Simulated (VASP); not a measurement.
# YCu (Pm-3m) in VASP: single point with LDA

Aim: the single point of YCu with LDA.

All numbers are computed with VASP 6.6.1; they aren't measurements. Logs are shortened: lines on timing, memory, paths and dates and some standing lists are left out, and cuts for length are marked.

## 1. The structure

The structure is cubic, space group Pm-3m (No. 221). The conventional cell has a = 3.458 Å, b = 3.458 Å, c = 3.458 Å, α = 90.00°, β = 90.00°, γ = 90.00°. Around Y (site symmetry m-3m) lie 8 Cu at 2.99 Å. Cu (site symmetry m-3m) has 8 Y at 2.99 Å as nearest neighbours.

The cell comes from a database or a generator and needn't be the stable form of this composition.

## 2. Single point, LDA

The input, INCAR:

```
PREC     = Accurate       # precision mode
ENCUT    = 520            # plane-wave cutoff, eV
EDIFF    = 1E-6           # SCF threshold, eV
ISMEAR   = 0              # smearing method
SIGMA    = 0.1            # smearing width, eV
LREAL    = F              # projectors in reciprocal space
LASPH    = T              # aspherical terms in the spheres
NELM     = 100            # most SCF steps
ALGO     = Normal         # electronic algorithm
ISIF     = 2              # what is computed and relaxed
LWAVE    = F              # write WAVECAR
LCHARG   = F              # write CHGCAR
NBANDS   = 18             # bands
```

The input, KPOINTS:

```
regular mesh
0
Gamma
  6 6 6
```

The input, POSCAR:

```
YCu
1.0
    3.4581153900      0.0000000000      0.0000000000
    0.0000000000      3.4581153900      0.0000000000
    0.0000000000      0.0000000000      3.4581153900
Y Cu
1 1
Direct
    0.0000000000      0.0000000000      0.0000000000
    0.5000000000      0.5000000000      0.5000000000
```

Potentials or basis: VASP PAW LDA potentials, release 64 (Y_sv, Cu).

Command:

```console
$ cat potpaw_LDA.64/Y_sv/POTCAR potpaw_LDA.64/Cu/POTCAR > POTCAR
$ mpirun -np 1 vasp_std > vasp.out
```

OUTCAR:

```text
PREC = Accurate
   ENCUT = 520
   EDIFF = 1E-6
   ISMEAR = 0
   LREAL = F
   LASPH = T
   NELM = 100
   ISIF = 2

 ion  position               nearest neighbor table
   1  0.000  0.000  0.000-   2 2.99   2 2.99   2 2.99   2 2.99   2 2.99   2 2.99   2 2.99   2 2.99

   2  0.500  0.500  0.500-   1 2.99   1 2.99   1 2.99   1 2.99   1 2.99   1 2.99   1 2.99   1 2.99

  LATTYP: Found a simple cubic cell.
 ALAT       =     3.4581153900

  Lattice vectors:

 A1 = (   3.4581153900,   0.0000000000,   0.0000000000)
 A2 = (   0.0000000000,   3.4581153900,   0.0000000000)
 A3 = (   0.0000000000,   0.0000000000,   3.4581153900)

Analysis of symmetry for initial positions (statically):
=====================================================================
 Subroutine PRICEL returns:
 Original cell was already a primitive cell.

 Routine SETGRP: Setting up the symmetry group for a
 simple cubic supercell.

 Subroutine GETGRP returns: Found 48 space group operations
 (whereof 48 operations were pure point group operations)
 out of a pool of 48 trial point group operations.

The static configuration has the point symmetry O_h .

Analysis of symmetry for dynamics (positions and initial velocities):
=====================================================================
 Subroutine PRICEL returns:
 Original cell was already a primitive cell.

 Routine SETGRP: Setting up the symmetry group for a
 simple cubic supercell.

 Subroutine GETGRP returns: Found 48 space group operations
 (whereof 48 operations were pure point group operations)
 out of a pool of 48 trial point group operations.

The dynamic configuration has the point symmetry O_h .

 Subroutine INISYM returns: Found 48 space group operations
 (whereof 48 operations are pure point group operations),
 and found     1 'primitive' translations

----------------------------------------------------------------------------------------

                                     Primitive cell

  volume of cell :      41.3541

  direct lattice vectors                    reciprocal lattice vectors
     3.458115390  0.000000000  0.000000000     0.289174850  0.000000000  0.000000000
     0.000000000  3.458115390  0.000000000     0.000000000  0.289174850  0.000000000
     0.000000000  0.000000000  3.458115390     0.000000000  0.000000000  0.289174850

  length of vectors
     3.458115390  3.458115390  3.458115390     0.289174850  0.289174850  0.289174850

  position of ions in fractional coordinates (direct lattice)
     0.000000000  0.000000000  0.000000000
     0.500000000  0.500000000  0.500000000

  ion indices of the primitive-cell ions
   primitive index   ion index
                 1           1
                 2           2

----------------------------------------------------------------------------------------

 KPOINTS: regular mesh

Automatic generation of k-mesh.
 Grid dimensions read from file:
 generate k-points for:    6    6    6

 Generating k-lattice:

  Cartesian coordinates                     Fractional coordinates (reciprocal lattice)
     0.048195808  0.000000000  0.000000000     0.166666667  0.000000000  0.000000000
     0.000000000  0.048195808  0.000000000     0.000000000  0.166666667  0.000000000
     0.000000000  0.000000000  0.048195808     0.000000000  0.000000000  0.166666667

  Length of vectors
     0.048195808  0.048195808  0.048195808

  Shift w.r.t. Gamma in fractional coordinates (k-lattice)
     0.000000000  0.000000000  0.000000000

 Subroutine IBZKPT returns following result:
 ===========================================

 Found     20 irreducible k-points:

 Following reciprocal coordinates:
            Coordinates               Weight
  0.000000  0.000000  0.000000      1.000000
  0.166667  0.000000  0.000000      6.000000
  0.333333  0.000000  0.000000      6.000000
  0.500000  0.000000  0.000000      3.000000
  0.166667  0.166667  0.000000     12.000000
  0.333333  0.166667  0.000000     24.000000
[... 12 lines left out ...]
  0.500000  0.500000  0.333333      6.000000
  0.500000  0.500000  0.500000      1.000000
   k-points           NKPTS =     20   k-points in BZ     NKDIM =     20   number of bands    NBANDS=     18
   number of dos      NEDOS =    301   number of ions     NIONS =      2
   total plane-waves  NPLWV =  21952
   dimension x,y,z NGX =    28 NGY =   28 NGZ =   28
   dimension x,y,z NGXF=    56 NGYF=   56 NGZF=   56
   ions per type =               1   1
   NGX,Y,Z   is equivalent  to a cutoff of  13.46, 13.46, 13.46 a.u.
   NGXF,Y,Z  is equivalent  to a cutoff of  26.92, 26.92, 26.92 a.u.
 SYSTEM =  unknown system
   PREC   = accura    normal or accurate (medium, high low for compatibility)
   ISTART =      0    job   : 0-new  1-cont  2-samecut
   ICHARG =      2    charge: 1-file 2-atom 10-const
   ISPIN  =      1    spin polarized calculation?
   LNONCOLLINEAR =      F non collinear calculations
   LSORBIT =      F    spin-orbit coupling
   LASPH  =      T    aspherical Exc in radial PAW
   ENCUT  =  520.0 eV  38.22 Ry    6.18 a.u.   6.43  6.43  6.43*2*pi/ulx,y,z
   NELM   =    100;   NELMIN=  2; NELMDL= -5     # of ELM steps
   EDIFF  = 0.1E-05   stopping-criterion for ELM
   LREAL  =      F    real-space projection
   EDIFFG = 0.1E-04   stopping-criterion for IOM
   NSW    =      0    number of steps for IOM
   IBRION =     -1    ionic relax: 0-MD 1-quasi-New 2-CG
   NFREE  =      0    steps in history (QN), initial steepest desc. (CG)
   ISIF   =      2    stress and relaxation
   ISYM   =      2    0-nonsym 1-usesym 2-fastsym
   POTIM  = 0.5000    time-step for ionic-motion
   TEBEG  =    0.0;   TEEND  =   0.0 temperature during run
   PSTRESS=    0.0 pullay stress
   NELECT =      22.0000    total number of electrons
   NUPDOWN=      -1.0000    fix difference up-down
   EMIN   =  10.00;   EMAX   =-10.00  energy-range for DOS
   EFERMI =   0.00;   METHOD = LEGACY
   ISMEAR =     0;   SIGMA  =   0.10  broadening in eV -4-tet -1-fermi 0-gaus
   EFERMI_NEDOS =   21; number of points for ismear=-14 and -15
   IALGO  =     38    algorithm
   IMIX   =      4    mixing-type and parameters
     AMIX     =   0.40;   BMIX     =  1.00
     AMIX_MAG =   1.60;   BMIX_MAG =  1.00
  volume/ion in A,a.u.               =      20.68       139.54
  Fermi-wavevector in a.u.,A,eV,Ry     =   1.326507  2.506735 23.941098  1.759621
  Thomas-Fermi vector in A             =   2.455889
   LORBIT       =      0    0 simple, 1 ext, 2 COOP (PROOUT), +10 PAW based schemes
   GGA     = CA    functional components
   LHFCALC =     F    Hartree Fock is set to
   AEXX    =    0.0000 exact exchange contribution
   IVDW    =     0    specifies the selected vdW correction
   LEPSILON=     F    determine dielectric tensor
   LRPA    =     F    only Hartree local field effects (RPA)
 non-spin polarized calculation
 Gauss-broadening in eV      SIGMA  =   0.10
  energy-cutoff  :      520.00
  volume of cell :       41.35
 maximum number of plane-waves:      1141
 NGX is ok and might be reduce to    28
   NGX = 13   NGY = 13   NGZ = 13

 number of electron      22.0000018 magnetization

 Free energy of the ion-electron system (eV)
  ---------------------------------------------------
  ext. energy  EPLUGINS =         0.00000000
  ---------------------------------------------------
  free energy    TOTEN  =       -12.06869378 eV

  energy without entropy =      -12.06596443  energy(sigma->0) =      -12.06732910

 E-fermi :   4.4853     XC(G=0): -10.9857

 val. band max:        4.4346999835   @ k =   0.5000   0.5000   0.1667
 cond. band min:       4.7409482155   @ k =   0.5000   0.3333   0.1667
 fundamental gap:      0.3062482320
 Fermi energy:         4.4853461749

 k-point     1 :       0.0000    0.0000    0.0000
  band No.  band energies     occupation
      1     -37.8690      2.00000
      2     -17.7908      2.00000
      3     -17.7908      2.00000
      4     -17.7908      2.00000
      5      -1.9244      2.00000
      6       0.9351      2.00000
[... 10 lines left out ...]
     17      10.6278      0.00000
     18      10.6278      0.00000

 k-point     2 :       0.1667    0.0000    0.0000
  band No.  band energies     occupation
      1     -37.8599      2.00000
      2     -17.9115      2.00000
      3     -17.7809      2.00000
      4     -17.7809      2.00000
      5      -1.4685      2.00000
      6       1.0263      2.00000
[... 10 lines left out ...]
     17      12.2629      0.00000
     18      12.2629      0.00000

 k-point     3 :       0.3333    0.0000    0.0000
  band No.  band energies     occupation
      1     -37.8416      2.00000
      2     -18.1440      2.00000
      3     -17.7609      2.00000
      4     -17.7609      2.00000
      5      -0.2551      2.00000
      6       1.2217      2.00000
[... 10 lines left out ...]
     17      14.3563      0.00000
     18      14.5247      0.00000

 k-point     4 :       0.5000    0.0000    0.0000
  band No.  band energies     occupation
      1     -37.8324      2.00000
      2     -18.2561      2.00000
      3     -17.7508      2.00000
      4     -17.7508      2.00000
      5       0.9096      2.00000
      6       1.3272      2.00000
[... 291 lines left out ...]
      4     -18.0337      2.00000
      5       1.2640      2.00000
      6       1.3016      2.00000
[... 10 lines left out ...]
     17      11.2703      0.00000
     18      14.4228      0.00000

 k-point    19 :       0.5000    0.5000    0.3333
  band No.  band energies     occupation
      1     -37.7720      2.00000
      2     -18.1389      2.00000
      3     -18.1389      2.00000
      4     -18.0236      2.00000
      5       1.3239      2.00000
      6       1.3926      2.00000
[... 10 lines left out ...]
     17      10.7034      0.00000
     18      12.6474      0.00000

 k-point    20 :       0.5000    0.5000    0.5000
  band No.  band energies     occupation
      1     -37.7634      2.00000
      2     -18.1247      2.00000
      3     -18.1247      2.00000
      4     -18.1247      2.00000
      5       1.4212      2.00000
      6       1.4212      2.00000
[... 10 lines left out ...]
     17      11.0589      0.00000
     18      11.0589      0.00000

------------------------ aborting loop because EDIFF is reached ----------------------------------------

  FORCE on cell =-STRESS in cart. coord.  units (eV):
  Direction    XX          YY          ZZ          XY          YZ          ZX
  --------------------------------------------------------------------------------------
  -------------------------------------------------------------------------------------
  Total       -1.2326014     -1.2326014     -1.2326014      0.0000000      0.0000000      0.0000000
  in kB      -47.7545543    -47.7545543    -47.7545543      0.0000000      0.0000000      0.0000000
  external PRESSURE =     -47.7545543 kB  Pullay stress =       0.0000000 kB

 VOLUME and BASIS-vectors are now :
 -----------------------------------------------------------------------------
  energy-cutoff  :      520.00
  volume of cell :       41.35
      direct lattice vectors                 reciprocal lattice vectors
     3.458115390  0.000000000  0.000000000     0.289174850  0.000000000  0.000000000
     0.000000000  3.458115390  0.000000000     0.000000000  0.289174850  0.000000000
     0.000000000  0.000000000  3.458115390     0.000000000  0.000000000  0.289174850

 POSITION                                       TOTAL-FORCE (eV/Angst)
 -----------------------------------------------------------------------------------
      0.00000      0.00000      0.00000         0.000000      0.000000      0.000000
      1.72906      1.72906      1.72906         0.000000      0.000000      0.000000
 -----------------------------------------------------------------------------------
    total drift:                                0.000000      0.000000      0.000000

  FREE ENERGIE OF THE ION-ELECTRON SYSTEM (eV)
  ---------------------------------------------------
  free  energy   TOTEN  =       -12.0686937783 eV

  energy  without entropy=      -12.0659644303  energy(sigma->0) =      -12.06732910
```

It took 9.5 s on 1 thread of Intel Xeon Platinum 8559C (Emerald Rapids), shared host; peak memory 0.15 GiB.

Results:

* Free energy: -12.0687 eV
* Pressure: -4.8 GPa
* Band gap on the k mesh: none (metal or under the smearing width)
